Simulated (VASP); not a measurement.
Consider the following.

```
PbSe
1.0
    0.00000     3.04994     3.04994
    3.04994     0.00000     3.04994
    3.04994     3.04994     0.00000
Pb Se
1 1
Direct
  0.00000   0.00000   0.00000
  0.50000   0.50000   0.50000
```

Level of theory: PBEsol GGA, VASP's PBE PAW potentials (set 64) (plane waves; VASP). Run with 530 eV cut-off, 7×7×7 Γ-centred mesh, Gaussian smearing of 0.050 eV, potentials Pb_d Se.

### Question
Give the elastic stiffness tensor with the ions relaxed (GPa, in the frame of the cell).

### Answer

```json
[
 {"": "xx", "xx": "139", "yy": "11.3", "zz": "11.3", "yz": "0.0", "xz": "0.0", "xy": "0.0"},
 {"": "yy", "xx": "11.3", "yy": "139", "zz": "11.3", "yz": "0.0", "xz": "0.0", "xy": "0.0"},
 {"": "zz", "xx": "11.3", "yy": "11.3", "zz": "139", "yz": "0.0", "xz": "0.0", "xy": "0.0"},
 {"": "yz", "xx": "0.0", "yy": "0.0", "zz": "0.0", "yz": "17.6", "xz": "0.0", "xy": "0.0"},
 {"": "xz", "xx": "0.0", "yy": "0.0", "zz": "0.0", "yz": "0.0", "xz": "17.6", "xy": "0.0"},
 {"": "xy", "xx": "0.0", "yy": "0.0", "zz": "0.0", "yz": "0.0", "xz": "0.0", "xy": "17.6"}
]
```

### Question
Predict the Hill bulk modulus, Hill shear modulus, Young's modulus, Poisson's ratio.

### Answer

```json
{
 "hill_bulk_modulus": "53.8 GPa",
 "hill_shear_modulus": "304 kbar",
 "Young's modulus": "76.8 GPa",
 "Poisson's ratio": "0.262"
}
```

Measured: C11 124 GPa (computed value off by +12.3 %), C12 19.3 GPa (computed value off by -41.3 %), C44 15.9 GPa (computed value off by +10.5 %), as given by Oses et al., (2018), arXiv:1811.08464. The calculation is for a static lattice, while the measured C11, C12, C44 hold thermal and zero-point effects, which are part of the difference.

The compound is PbSe in the rock salt structure. It was relaxed first.
